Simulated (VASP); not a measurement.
# NiMoIrPdW (P3m1) in VASP: notebook

One crystal, NiMoIrPdW, is run at these levels: PBEsol, PBE+D2, PBE+D3, PBE+D3(BJ), PBE+D4; tasks: relaxation of cell and atoms.

All numbers are computed with VASP 6.6.1; they aren't measurements. Logs are shortened: lines on timing, memory, paths and dates and some standing lists are left out, and cuts for length are marked.

## 1. Starting point

It takes space group P3m1 (No. 156, trigonal). The conventional cell has a = 4.117 Å, b = 4.117 Å, c = 5.446 Å, α = 90.00°, β = 90.00°, γ = 120.00°. Around Ni (site symmetry 3m) lie 3 Mo at 2.38 Å and 3 Ir at 2.69 Å. Mo (site symmetry 3m) is surrounded by 3 Ni at 2.38 Å and 3 Ir at 2.70 Å and 2 Pd at 2.72 to 2.73 Å. Around Pd (site symmetry 3m) lie 3 W at 2.68 Å and 2 Mo at 2.72 to 2.73 Å and 3 Ir at 2.77 Å. Ir (site symmetry 3m) has 2 W at 2.66 to 2.78 Å and 3 Ni at 2.69 Å and 3 Mo at 2.70 Å and 3 Pd at 2.77 Å as nearest neighbours. W (site symmetry 3m) is surrounded by 2 Ir at 2.66 to 2.78 Å and 3 Pd at 2.68 Å and 3 Mo at 2.81 Å and 3 Ni at 2.82 Å.

The cell was built by a generator and needn't be a form met in nature.

## 2. Relaxation of cell and atoms, PBEsol, collinear spin, ferromagnetic start

INCAR

```
SYSTEM = NiMoIrPdW
PREC     = Accurate       ! precision mode
ENCUT    = 600            ! plane-wave cutoff, eV
EDIFF    = 1E-7           ! SCF threshold, eV
ISMEAR   = -1             ! smearing method
SIGMA    = 0.05           ! smearing width, eV
LREAL    = .False.        ! projectors in reciprocal space
LASPH    = .True.         ! aspherical terms in the spheres
NELM     = 120            ! most SCF steps
ALGO     = Normal         ! electronic algorithm
ISIF     = 3              ! what is computed and relaxed
LWAVE    = .False.        ! write WAVECAR
LCHARG   = .False.        ! write CHGCAR
ISPIN    = 2              ! spin polarisation
MAGMOM   = 1 1 0 0.6 0    ! initial moments
LORBIT   = 11             ! projections on sites
LMAXMIX  = 4              ! l up to which the mixer works
GGA      = PS             ! functional
IBRION   = 2              ! ionic algorithm
NSW      = 40             ! ionic steps
EDIFFG   = -0.01          ! ionic threshold
KPAR     = 4
```

KPOINTS

```
Automatic mesh
0
Gamma
  8 8 5
  0 0 0
```

POSCAR

```
NiMoIrPdW
1.0
    4.1170500000      0.0000000000      0.0000000000
   -2.0585300000      3.5654700000      0.0000000000
    0.0000000000      0.0000000000      5.4458000000
Ni Mo Pd Ir W
1 1 1 1 1
Direct
    0.0000000000      0.0000000000      0.9577500000
    0.6666700000      0.3333300000      0.9616100000
    0.6666700000      0.3333300000      0.4629500000
    0.3333300000      0.6666700000      0.7257200000
    0.3333300000      0.6666700000      0.2364200000
```

Potentials or basis: VASP PAW PBE potentials, release 64 (Ni, Mo_sv, Pd, Ir, W_sv).

Command:

```bash
$ cat potpaw_PBE.64/Ni/POTCAR potpaw_PBE.64/Mo_sv/POTCAR potpaw_PBE.64/Pd/POTCAR potpaw_PBE.64/Ir/POTCAR potpaw_PBE.64/W_sv/POTCAR > POTCAR
$ mpirun -np 4 vasp_std > vasp.out
```

OUTCAR:

```text
SYSTEM = NiMoIrPdW
   PREC = Accurate
   ENCUT = 600
   EDIFF = 1E-7
   ISMEAR = -1
   LREAL = .False.
   LASPH = .True.
   NELM = 120
   ISIF = 3
   ISPIN = 2
   LORBIT = 11
   GGA = PS
   IBRION = 2
   NSW = 40
   EDIFFG = -0.01

 ion  position               nearest neighbor table
   1  0.000  0.000  0.958-   2 2.38   2 2.38   2 2.38   4 2.69   4 2.69   4 2.69   5 2.82   5 2.82
                             5 2.82
   2  0.667  0.333  0.962-   1 2.38   1 2.38   1 2.38   4 2.70   4 2.70   4 2.70   3 2.72   3 2.73
                             5 2.81   5 2.81   5 2.81
   3  0.667  0.333  0.463-   5 2.68   5 2.68   5 2.68   2 2.72   2 2.73   4 2.77   4 2.77   4 2.77

   4  0.333  0.667  0.726-   5 2.66   1 2.69   1 2.69   1 2.69   2 2.70   2 2.70   2 2.70   3 2.77
                             3 2.77   3 2.77   5 2.78
   5  0.333  0.667  0.236-   4 2.66   3 2.68   3 2.68   3 2.68   4 2.78   2 2.81   2 2.81   2 2.81
                             1 2.82   1 2.82   1 2.82

  LATTYP: Found a hexagonal cell.
 ALAT       =     4.1170500000
 C/A-ratio  =     1.3227432263

  Lattice vectors:

 A1 = (   4.1170500000,   0.0000000000,   0.0000000000)
 A2 = (  -2.0585300000,   3.5654700000,   0.0000000000)
 A3 = (   0.0000000000,   0.0000000000,   5.4458000000)

Analysis of symmetry for initial positions (statically):
=====================================================================
 Subroutine PRICEL returns:
 Original cell was already a primitive cell.

 Routine SETGRP: Setting up the symmetry group for a
 hexagonal supercell.

 Subroutine GETGRP returns: Found  2 space group operations
 (whereof  2 operations were pure point group operations)
 out of a pool of 24 trial point group operations.

The static configuration has the point symmetry C_1h.

Analysis of symmetry for dynamics (positions and initial velocities):
=====================================================================
 Subroutine PRICEL returns:
 Original cell was already a primitive cell.

 Routine SETGRP: Setting up the symmetry group for a
 hexagonal supercell.

 Subroutine GETGRP returns: Found  2 space group operations
 (whereof  2 operations were pure point group operations)
 out of a pool of 24 trial point group operations.

The dynamic configuration has the point symmetry C_1h.

Analysis of structural, dynamic, and magnetic symmetry:
=====================================================================
 Subroutine PRICEL returns:
 Original cell was already a primitive cell.

 Routine SETGRP: Setting up the symmetry group for a
 hexagonal supercell.

 Subroutine GETGRP returns: Found  2 space group operations
 (whereof  2 operations were pure point group operations)
 out of a pool of 24 trial point group operations.
[... 147 lines left out ...]

 number of electron      57.0000000 magnetization       0.0005435

 number of electron      57.0000000 magnetization      -0.0000475

 Free energy of the ion-electron system (eV)
  ---------------------------------------------------
  ext. energy  EPLUGINS =         0.00000000
  ---------------------------------------------------
  free energy    TOTEN  =       -46.11631065 eV

  energy without entropy =      -46.08596084  energy(sigma->0) =      -46.10113574

------------------------ aborting loop because EDIFF is reached ----------------------------------------

  FORCE on cell =-STRESS in cart. coord.  units (eV):
  Direction    XX          YY          ZZ          XY          YZ          ZX
  --------------------------------------------------------------------------------------
  -------------------------------------------------------------------------------------
  Total       -3.8761965     -3.8759791     -3.9624340      0.0001939      0.0000577     -0.0000999
  in kB      -77.6876077    -77.6832517    -79.4159996      0.0038855      0.0011559     -0.0020025
  external PRESSURE =     -78.2622863 kB  Pullay stress =       0.0000000 kB
[... 28 lines left out ...]
 number of electron      56.9999998 magnetization      -0.0000000

 number of electron      56.9999998 magnetization       0.0000000

 E-fermi :  10.7276     XC(G=0): -13.4828

 val. band max:       10.7180424688   @ k =   0.1250  -0.1250   0.4000
 cond. band min:      10.7336294238   @ k =   0.3750   0.3750   0.2000
 fundamental gap:      0.0155869550
 Fermi energy:        10.7275925680

 spin component 1

 k-point     1 :       0.0000    0.0000    0.0000
  band No.  band energies     occupation
      1     -63.2142      1.00000
      2     -50.0084      1.00000
      3     -27.5634      1.00000
      4     -27.4367      1.00000
      5     -27.4367      1.00000
      6     -24.2942      1.00000
[... 1892 lines left out ...]
  FREE ENERGIE OF THE ION-ELECTRON SYSTEM (eV)
  ---------------------------------------------------
  free  energy   TOTEN  =       -46.1836013010 eV

  energy  without entropy=      -46.1545586626  energy(sigma->0) =      -46.16907998

[... ionic steps 4 to 10 ...]

--------------------------------------- Ionic step       11  -------------------------------------------

 number of electron      57.0000001 magnetization       0.0000000

 number of electron      57.0000001 magnetization      -0.0000000
[... 79 lines left out ...]
 number of electron      57.0000001 magnetization      -0.0000000

 number of electron      57.0000001 magnetization       0.0000000

 Free energy of the ion-electron system (eV)
  ---------------------------------------------------
  ext. energy  EPLUGINS =         0.00000000
  ---------------------------------------------------
  free energy    TOTEN  =       -46.18407896 eV

  energy without entropy =      -46.15500086  energy(sigma->0) =      -46.16953991

 E-fermi :   9.4869     XC(G=0): -13.0168

 val. band max:        9.4767066961   @ k =   0.3750  -0.0000   0.4000
 cond. band min:       9.4961176828   @ k =   0.2500  -0.2500   0.2000
 fundamental gap:      0.0194109867
 Fermi energy:         9.4868542085

 spin component 1

 k-point     1 :       0.0000    0.0000    0.0000
  band No.  band energies     occupation
      1     -64.6069      1.00000
      2     -51.3116      1.00000
      3     -28.8614      1.00000
      4     -28.7668      1.00000
      5     -28.7667      1.00000
      6     -25.5265      1.00000
[... 1851 lines left out ...]
  FREE ENERGIE OF THE ION-ELECTRON SYSTEM (eV)
  ---------------------------------------------------
  free  energy   TOTEN  =       -46.1840789634 eV

  energy  without entropy=      -46.1550008593  energy(sigma->0) =      -46.16953991

 reached required accuracy - stopping structural energy minimisation

 total charge

# of ion       s       p       d       tot
------------------------------------------
    1        0.569   0.579   8.383   9.532
    2        2.406   6.245   4.000  12.650
    3        0.607   0.594   8.446   9.647
    4        0.732   0.608   7.049   8.389
    5        2.405   6.246   3.282  11.933
--------------------------------------------------
tot          6.720  14.272  31.159  52.151

 magnetization (x)

# of ion       s       p       d       tot
------------------------------------------
    1       -0.000  -0.000  -0.000  -0.000
    2        0.000  -0.000  -0.000  -0.000
    3        0.000  -0.000   0.000  -0.000
    4        0.000  -0.000   0.000   0.000
    5        0.000   0.000  -0.000  -0.000
--------------------------------------------------
tot          0.000  -0.000  -0.000  -0.000
```

OSZICAR:

```text
N       E                     dE             d eps       ncg     rms          rms(c)
DAV:   1     0.703939533110E+03    0.70394E+03   -0.32040E+04 13508   0.201E+03
DAV:   2     0.428306160990E+01   -0.69966E+03   -0.68459E+03 13122   0.565E+02
DAV:   3    -0.465413407767E+02   -0.50824E+02   -0.47950E+02 15023   0.155E+02
DAV:   4    -0.497259959228E+02   -0.31847E+01   -0.30940E+01 17930   0.336E+01
[... 146 lines left out ...]
DAV:   4    -0.461840808611E+02    0.36288E-05   -0.28673E-05 19384   0.741E-02    0.118E-02
DAV:   5    -0.461840789595E+02    0.19016E-05   -0.89518E-06 18998   0.292E-02    0.534E-03
DAV:   6    -0.461840789719E+02   -0.12409E-07   -0.14007E-06 16596   0.111E-02    0.305E-03
DAV:   7    -0.461840789634E+02    0.84965E-08   -0.44883E-07 12702   0.537E-03
  13 F= -.46184079E+02 E0= -.46169540E+02  d E =-.133316E-04  mag=    -0.0000
```

Run time: 20 min. Hardware: 4 MPI ranks of Intel Xeon 6975P-C (Granite Rapids), shared host; peak memory 0.75 GiB.

What came out:

```yaml
Free_energy: -46.1841 eV
Relaxed_volume: 15.45 Å³/atom
Relaxed_cell: a = 4.068 Å, b = 4.068 Å, c = 5.389 Å, α = 90.00°, β = 90.00°, γ = 120.00°
Space_group_after_relaxing_to_0.05_Å: P3m1 (No. 156)
Energy_gained_by_relaxing: 13.6 meV/atom
Ionic_steps: 13
Pressure_after_relaxing: 0.0 GPa
Largest_force_after_relaxing: 0.006 eV/Å
Band_gap_on_the_k_mesh: none (metal or under the smearing width)
Net_moment: 0.00 μB per cell
Valence_electrons_inside_the_program's_atomic_spheres: Ni 9.53; Mo 12.65; Pd 9.65; Ir 8.39; W 11.93
```

Forces in eV/Å, atoms in the order of the input:
```
Ni   0.000  0.000 -0.006
Mo   0.000  0.000 -0.002
Pd   0.000  0.000  0.002
Ir   0.000  0.000  0.005
W    0.000  0.000  0.001
```

The path:
```tsv
step	energy change (eV)	largest force (eV/Å)	pressure (GPa)	volume (Å³)
1	0.0000	0.1121	-7.83	79.94
2	0.3632	0.5539	24.60	71.24
3	-0.0673	0.0618	-0.26	77.36
4	-0.0674	0.0637	-0.04	77.29
5	-0.0673	0.0651	0.13	77.23
6	-0.0677	0.0217	0.17	77.21
7	-0.0677	0.0233	0.15	77.21
8	-0.0676	0.0171	-0.32	77.35
9	-0.0677	0.0194	-0.06	77.28
10	-0.0678	0.0138	-0.02	77.26
11	-0.0678	0.0110	0.02	77.25
12	-0.0678	0.0115	0.00	77.25
13	-0.0678	0.0060	0.00	77.25
```

Final structure:
```yaml
crystal:
  lattice:
    - [4.06840, 0.00000, 0.00000]
    - [-2.03420, 3.52334, 0.00000]
    - [0.00000, 0.00000, 5.38902]
  atoms:
    - { symbol: Ni, position: [0.00000, 0.00000, 0.95696] }
    - { symbol: Mo, position: [0.66667, 0.33333, 0.96183] }
    - { symbol: Pd, position: [0.66667, 0.33333, 0.46378] }
    - { symbol: Ir, position: [0.33333, 0.66667, 0.72538] }
    - { symbol: W, position: [0.33333, 0.66667, 0.23649] }
```

Levels at points of the mesh, in eV from the Fermi level:
Spin up:
```csv
k point,band 24,band 25,band 26,band 27,band 28,band 29,band 30,band 31,band 32,band 33
"(0.00, 0.00, 0.00)",-1.79,-1.79,-1.02,-0.81,-0.81,0.88,0.88,1.90,1.90,3.19
"(0.50, 0.00, 0.00)",-1.65,-1.48,-1.09,-0.55,-0.25,0.99,1.24,1.34,1.64,1.98
"(0.50, 0.50, 0.00)",-1.65,-1.48,-1.09,-0.55,-0.25,0.99,1.24,1.34,1.64,1.98
```
Spin down:
```csv
k point,band 26,band 27,band 28,band 29,band 30,band 31
"(0.00, 0.00, 0.00)",-1.02,-0.81,-0.81,0.88,0.88,1.90
"(0.50, 0.00, 0.00)",-1.09,-0.55,-0.25,0.99,1.24,1.34
"(0.50, 0.50, 0.00)",-1.09,-0.55,-0.25,0.99,1.24,1.34
```

Caveat: the PAW data sets were made with another functional, which shifts forces and pressure a little. The run has no spin-orbit coupling, so splittings on Ir, W are missing.

## 3. Relaxation of cell and atoms, PBE+D2, collinear spin, ferromagnetic start

INCAR

```
SYSTEM = NiMoIrPdW
PREC = Accurate
ENCUT = 600
EDIFF = 1E-6
ISMEAR = -1
SIGMA = 0.05
LREAL = .False.
LASPH = .True.
NELM = 120
ALGO = Normal
ISIF = 3
LWAVE = .False.
LCHARG = .False.
ISPIN = 2
MAGMOM = 1 1 0 0.6 0
LORBIT = 11
LMAXMIX = 4
GGA = PE
IVDW = 1
IBRION = 2
NSW = 40
EDIFFG = -0.02
KPAR = 4
```

KPOINTS

```
regular mesh
0
Gamma
  8 8 5
  0 0 0
```

POSCAR is that of step 2.

Potentials or basis: VASP PAW PBE potentials, release 64 (Ni, Mo_sv, Pd, Ir, W_sv).

Command:

```bash
$ cat potpaw_PBE.64/Ni/POTCAR potpaw_PBE.64/Mo_sv/POTCAR potpaw_PBE.64/Pd/POTCAR potpaw_PBE.64/Ir/POTCAR potpaw_PBE.64/W_sv/POTCAR > POTCAR
$ mpirun -np 4 vasp_std > vasp.out
```

Run time: 15 min. Hardware: 4 MPI ranks of Intel Xeon 6975P-C (Granite Rapids), shared host; peak memory 0.75 GiB.

It converged, with:

```yaml
Free_energy: -46.8381 eV
Relaxed_volume: 15.04 Å³/atom
Relaxed_cell: a = 4.013 Å, b = 4.013 Å, c = 5.392 Å, α = 90.00°, β = 90.00°, γ = 120.00°
Space_group_after_relaxing_to_0.05_Å: P3m1 (No. 156)
Energy_gained_by_relaxing: 42.7 meV/atom
Ionic_steps: 14
Pressure_after_relaxing: 0.0 GPa
Largest_force_after_relaxing: 0.011 eV/Å
Band_gap_on_the_k_mesh: none (metal or under the smearing width)
Net_moment: 0.00 μB per cell
Valence_electrons_inside_the_program's_atomic_spheres: Ni 9.59; Mo 12.72; Pd 9.74; Ir 8.47; W 11.98
Dispersion_energy_per_atom: -0.968 eV
```

Forces on the atoms (eV/Å):
```
Ni   0.000  0.000 -0.008
Mo   0.000  0.000 -0.009
Pd   0.000  0.000  0.009
Ir   0.000  0.000  0.011
W    0.000  0.000 -0.003
```

Step by step:
```csv
step,energy change (eV),largest force (eV/Å),pressure (GPa),volume (Å³)
1,0.0000,0.2626,-12.72,79.94
2,0.9087,1.0062,44.70,66.13
3,-0.2031,0.3204,-0.50,75.43
4,-0.2035,0.3301,0.07,75.26
5,-0.2035,0.3354,0.37,75.17
6,-0.2128,0.1014,0.28,75.13
7,-0.2128,0.0864,0.30,75.12
8,-0.2131,0.0365,-0.57,75.39
9,-0.2133,0.0400,-0.26,75.28
10,-0.2134,0.0274,0.14,75.15
11,-0.2134,0.0299,0.06,75.20
12,-0.2134,0.0304,0.03,75.20
13,-0.2135,0.0217,0.00,75.21
14,-0.2135,0.0108,-0.02,75.21
```

Final structure:
```xyz
5
Lattice="4.0134 0.0000 0.0000 -2.0067 3.4757 0.0000 0.0000 0.0000 5.3917" Properties=species:S:1:pos:R:3 pbc="T T T"
Ni    4.0134    0.0000    5.1553
Mo    2.0067    1.1586    5.1912
Pd    2.0067    1.1586    2.4993
Ir    0.0000    2.3171    3.8924
W     0.0000    2.3171    1.2942
```

Levels at points of the mesh, in eV from the Fermi level:
Spin up:
| k point | band 26 | band 27 | band 28 | band 29 | band 30 | band 31 |
| --- | --- | --- | --- | --- | --- | --- |
| (0.00, 0.00, 0.00) | -1.11 | -0.94 | -0.94 | 0.95 | 0.95 | 1.94 |
| (0.50, 0.00, 0.00) | -1.20 | -0.59 | -0.29 | 1.03 | 1.27 | 1.35 |
| (0.50, 0.50, 0.00) | -1.20 | -0.59 | -0.29 | 1.03 | 1.27 | 1.35 |
Spin down:
| k point | band 24 | band 25 | band 26 | band 27 | band 28 | band 29 | band 30 | band 31 | band 32 | band 33 |
| --- | --- | --- | --- | --- | --- | --- | --- | --- | --- | --- |
| (0.00, 0.00, 0.00) | -1.85 | -1.85 | -1.11 | -0.94 | -0.94 | 0.95 | 0.95 | 1.94 | 1.94 | 3.28 |
| (0.50, 0.00, 0.00) | -1.72 | -1.50 | -1.20 | -0.59 | -0.29 | 1.03 | 1.27 | 1.35 | 1.66 | 2.04 |
| (0.50, 0.50, 0.00) | -1.72 | -1.50 | -1.20 | -0.59 | -0.29 | 1.03 | 1.27 | 1.35 | 1.66 | 2.04 |

Caveat: atom-pairwise D2, TS and ULG terms overbind metals; pairwise dispersion overbinds metals, which lowers pressure and volume.

## 4. Relaxation of cell and atoms, PBE+D3, collinear spin, ferromagnetic start

Edit INCAR of step 3 so:

```diff
@@ -18,3 +18,3 @@
 GGA = PE
-IVDW = 1
+IVDW = 11
 IBRION = 2
```

KPOINTS is that of step 3.

POSCAR is that of step 3.

Command:

```bash
$ cat potpaw_PBE.64/Ni/POTCAR potpaw_PBE.64/Mo_sv/POTCAR potpaw_PBE.64/Pd/POTCAR potpaw_PBE.64/Ir/POTCAR potpaw_PBE.64/W_sv/POTCAR > POTCAR
$ mpirun -np 4 vasp_std > vasp.out
```

Wall time 10 min (4 MPI ranks of Intel Xeon 6975P-C (Granite Rapids), shared host); peak memory 0.76 GiB.

The run converged. Its results:

```yaml
Free_energy: -45.2363 eV
Relaxed_volume: 15.47 Å³/atom
Relaxed_cell: a = 4.075 Å, b = 4.075 Å, c = 5.381 Å, α = 90.00°, β = 90.00°, γ = 120.00°
Space_group_after_relaxing_to_0.05_Å: P3m1 (No. 156)
Energy_gained_by_relaxing: 12.4 meV/atom
Ionic_steps: 9
Pressure_after_relaxing: -0.1 GPa
Largest_force_after_relaxing: 0.017 eV/Å
Band_gap_on_the_k_mesh: none (metal or under the smearing width)
Net_moment: 0.00 μB per cell
Valence_electrons_inside_the_program's_atomic_spheres: Ni 9.51; Mo 12.64; Pd 9.67; Ir 8.40; W 11.93
Dispersion_energy_per_atom: -0.614 eV
```

Forces in eV/Å, atoms in the order of the input:
```
Ni   0.000  0.000  0.013
Mo   0.000  0.000  0.007
Pd   0.000  0.000 -0.005
Ir   0.000  0.000  0.003
W    0.000  0.000 -0.017
```

Stress tensor (GPa, compression positive):
```
-0.10  0.00  0.00
 0.00 -0.10  0.00
 0.00  0.00  0.02
```

The path:
```csv
step,energy change (eV),largest force (eV/Å),pressure (GPa),volume (Å³)
1,0.0000,0.0832,-7.27,79.94
2,0.2908,0.4230,21.80,71.84
3,-0.0608,0.1801,-0.19,77.45
4,-0.0609,0.1826,-0.04,77.39
5,-0.0608,0.1855,0.10,77.34
6,-0.0619,0.0426,0.15,77.32
7,-0.0620,0.0206,0.17,77.31
8,-0.0619,0.0135,-0.35,77.48
9,-0.0620,0.0174,-0.06,77.37
```

Final structure:
```
CELL_PARAMETERS angstrom
4.07481 0.00001 0.00000
-2.03740 3.52889 0.00000
0.00000 0.00000 5.38063
ATOMIC_POSITIONS crystal
Ni 0.00000 0.00000 0.95839
Mo 0.66667 0.33333 0.96198
Pd 0.66667 0.33333 0.46353
Ir 0.33333 0.66667 0.72361
W 0.33333 0.66667 0.23694
```

Levels at points of the mesh, in eV from the Fermi level:
Spin up:
| k point | band 24 | band 25 | band 26 | band 27 | band 28 | band 29 | band 30 | band 31 | band 32 | band 33 |
| --- | --- | --- | --- | --- | --- | --- | --- | --- | --- | --- |
| (0.00, 0.00, 0.00) | -1.80 | -1.80 | -1.02 | -0.80 | -0.80 | 0.87 | 0.87 | 1.90 | 1.90 | 3.17 |
| (0.50, 0.00, 0.00) | -1.65 | -1.47 | -1.08 | -0.54 | -0.25 | 1.00 | 1.22 | 1.36 | 1.67 | 1.99 |
| (0.50, 0.50, 0.00) | -1.65 | -1.47 | -1.08 | -0.54 | -0.25 | 1.00 | 1.22 | 1.36 | 1.67 | 1.99 |
Spin down:
```csv
k point,band 25,band 26,band 27,band 28,band 29,band 30,band 31,band 32
"(0.00, 0.00, 0.00)",-1.80,-1.02,-0.80,-0.80,0.87,0.87,1.90,1.90
"(0.50, 0.00, 0.00)",-1.47,-1.08,-0.54,-0.25,1.00,1.22,1.36,1.67
"(0.50, 0.50, 0.00)",-1.47,-1.08,-0.54,-0.25,1.00,1.22,1.36,1.67
```

Caveat: pairwise dispersion overbinds metals, which lowers pressure and volume. The run has no spin-orbit coupling, so splittings on Ir, W are missing.

(Part 1 of 2 ends here.)
